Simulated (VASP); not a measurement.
A run of VASP 6.6.1:

INCAR

```
SYSTEM = Tl3Zn
  ALGO = Fast
  EDIFF = 1E-6
  ENCUT = 520
  GGA = PS
  ISIF = 2
  ISMEAR = -1
  LASPH = .TRUE.
  LCHARG = .FALSE.
  LREAL = .FALSE.
  LWAVE = .FALSE.
  NBANDS = 34
  NELM = 100
  PREC = Accurate
  SIGMA = 0.1
```

The input KPOINTS:

```
k-points
0
G
  4 4 4
  0 0 0
```

The input POSCAR:

```
Tl3Zn
1.0
    4.6725946756      0.0000000000      0.0000000000
    0.0000000000      4.6725946756      0.0000000000
    0.0000000000      0.0000000000      4.6725946756
Zn Tl
1 3
Direct
    0.0000000000      0.0000000000      0.0000000000
    0.5000000000      0.0000000000      0.5000000000
    0.5000000000      0.5000000000      0.0000000000
    0.0000000000      0.5000000000      0.5000000000
```

Potentials or basis: VASP PAW PBE potentials, release 64 (Zn, Tl_d).

Command:

```bash
$ cat potpaw_PBE.64/Zn/POTCAR potpaw_PBE.64/Tl_d/POTCAR > POTCAR
$ mpirun -np 1 vasp_std > vasp.out
```

Hardware: 1 thread of Intel(R) Xeon(R) Platinum 8488C (Sapphire Rapids) (shared host).

Problem. How long does it take, and how much memory?

Solution. It took 17 s on 1 thread of Intel(R) Xeon(R) Platinum 8488C (Sapphire Rapids) (shared host), peak memory 0.21 GiB. Counts: scf iterations 13, k points 10.
